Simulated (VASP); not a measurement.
Output of a VASP run:

File OSZICAR:
```
       N       E                     dE             d eps       ncg     rms          rms(c)
DAV:   1     0.221387091306E+03    0.22139E+03   -0.13761E+04 18808   0.131E+03
DAV:   2    -0.223659628780E+02   -0.24375E+03   -0.23626E+03 18754   0.334E+02
DAV:   3    -0.355000304227E+02   -0.13134E+02   -0.12422E+02 20440   0.888E+01
DAV:   4    -0.359160270700E+02   -0.41600E+00   -0.41249E+00 19707   0.153E+01
DAV:   5    -0.359263582169E+02   -0.10331E-01   -0.10325E-01 22020   0.229E+00    0.295E+01
DAV:   6    -0.436173676276E+02   -0.76910E+01   -0.75946E+01 20448   0.132E+02    0.292E+01
DAV:   7    -0.325542456973E+02    0.11063E+02   -0.31100E+01 22571   0.746E+01    0.788E+00
DAV:   8    -0.329069581923E+02   -0.35271E+00   -0.36418E+00 27555   0.303E+01    0.828E+00
DAV:   9    -0.327040307141E+02    0.20293E+00   -0.55991E+00 24796   0.360E+01    0.599E+00
DAV:  10    -0.324601609762E+02    0.24387E+00   -0.90517E-01 26462   0.166E+01    0.122E+00
DAV:  11    -0.324639251343E+02   -0.37642E-02   -0.54434E-02 21526   0.222E+00    0.532E-01
DAV:  12    -0.324620735250E+02    0.18516E-02   -0.44742E-03 25116   0.980E-01    0.269E-01
DAV:  13    -0.324623542539E+02   -0.28073E-03   -0.30488E-03 23527   0.137E+00    0.261E-01
DAV:  14    -0.324620691700E+02    0.28508E-03   -0.12313E-03 22013   0.923E-01    0.126E-01
DAV:  15    -0.324620384932E+02    0.30677E-04   -0.99873E-05 24343   0.117E-01    0.591E-02
DAV:  16    -0.324620220929E+02    0.16400E-04   -0.38226E-05 27399   0.728E-02    0.227E-02
DAV:  17    -0.324620188824E+02    0.32105E-05   -0.72816E-06 25269   0.257E-02    0.701E-03
DAV:  18    -0.324620183773E+02    0.50506E-06   -0.71494E-07  9496   0.111E-02
   1 F= -.32462018E+02 E0= -.32460994E+02  d E =-.204965E-02  mag=    -0.0000
```

### OUTCAR
```
------------------------ aborting loop because EDIFF is reached ----------------------------------------
  FORCE on cell =-STRESS in cart. coord.  units (eV):
  Direction    XX          YY          ZZ          XY          YZ          ZX
  --------------------------------------------------------------------------------------
  Total       -2.0640025     -2.0356078     -1.9029206      0.0084287     -0.0690776      0.1105136
  in kB      -67.4385226    -66.5107619    -62.1753845      0.2753956     -2.2570174      3.6108839
  external PRESSURE =     -65.3748896 kB  Pullay stress =       0.0000000 kB
  volume of cell :       49.04
      direct lattice vectors                 reciprocal lattice vectors
    -1.813500000  1.813500000  3.727500000     0.000000000  0.275709953  0.134138162
     1.813500000 -1.813500000  3.727500000     0.275709953  0.000000000  0.134138162
     1.813500000  1.813500000 -3.727500000     0.275709953  0.275709953  0.000000000
 POSITION                                       TOTAL-FORCE (eV/Angst)
 -----------------------------------------------------------------------------------
      0.00666      1.82884      1.84089        -0.145788     -0.182868      0.266326
      1.79225     -0.01481      1.85093         0.154715      0.189875      0.147314
      0.05001     -0.00233      3.76246        -0.565458      0.017583     -0.294387
      3.59159      0.00179      0.00072         0.556531     -0.024591     -0.119253
 -----------------------------------------------------------------------------------
    total drift:                               -0.000054     -0.000377     -0.000690
  FREE ENERGIE OF THE ION-ELECTRON SYSTEM (eV)
  ---------------------------------------------------
  free  energy   TOTEN  =       -32.4620183773 eV

  energy  without entropy=      -32.4599687267  energy(sigma->0) =      -32.46099355

 total charge

# of ion       s       p       d       tot
------------------------------------------
    1        0.521   0.547   8.342   9.410
    2        0.521   0.547   8.342   9.410
    3        0.544   0.526   8.368   9.438
    4        0.391   6.210   2.284   8.885
--------------------------------------------------
tot          1.977   7.830  27.336  37.144

 magnetization (x)

# of ion       s       p       d       tot
------------------------------------------
    1        0.000   0.000  -0.000  -0.000
    2        0.000   0.000  -0.000  -0.000
    3       -0.000  -0.000  -0.000  -0.000
    4        0.000   0.000   0.000   0.000
--------------------------------------------------
tot          0.000   0.000  -0.000  -0.000
```
(Selected blocks of OUTCAR.)

**POSCAR**
```
TaNi3
1
   -1.8135000000     1.8135000000     3.7275000000
    1.8135000000    -1.8135000000     3.7275000000
    1.8135000000     1.8135000000    -3.7275000000
Ni Ta
3 1
Direct
  0.7511640000   0.2487690000   0.5060660000
  0.2441970000   0.7424210000   0.4900560000
  0.5040480000   0.5184780000   0.0131470000
  0.0005910000  -0.0096670000  -0.0092690000
```

Reconstruct the remaining input files.

Several could match; the one computed here: the input of the run itself, PBEsol GGA, plane waves, VASP's PBE PAW potentials (set 64).

INCAR:
```
! general
SYSTEM   =  TaNi3
PREC     =  Accurate
ENCUT    =  300
LREAL    =  .FALSE.
LASPH    =  .TRUE.

! electronic loop
EDIFF    =  1E-6
NELM     =  100
ALGO     =  Normal
LMAXMIX  =  6

! smearing
ISMEAR   =  0
SIGMA    =  0.05

! functional
GGA      =  PS

! spin
ISPIN    =  2
MAGMOM   =  3*2.0 0.0

! ions
ISIF     =  2

! output
LWAVE    =  .FALSE.
LCHARG   =  .FALSE.
LORBIT   =  11
```

**KPOINTS**
```
Automatic mesh
0
Gamma
7 7 7
0 0 0
```

POTCAR, in this order: Ni Ta_pv (PBE.64 set). Program: vasp_std.

At this cut-off the stress carries a Pulay error, which pulls relaxed volumes low.

The structure comes from a measured TaNi3 entry of the Crystallography Open Database, whose conditions weren't checked. The cell was not relaxed at this level, atoms are displaced from their ideal sites. The k-mesh is coarse (spacing up to 0.35 per Å, 2π included), so the numbers may not be converged in it.
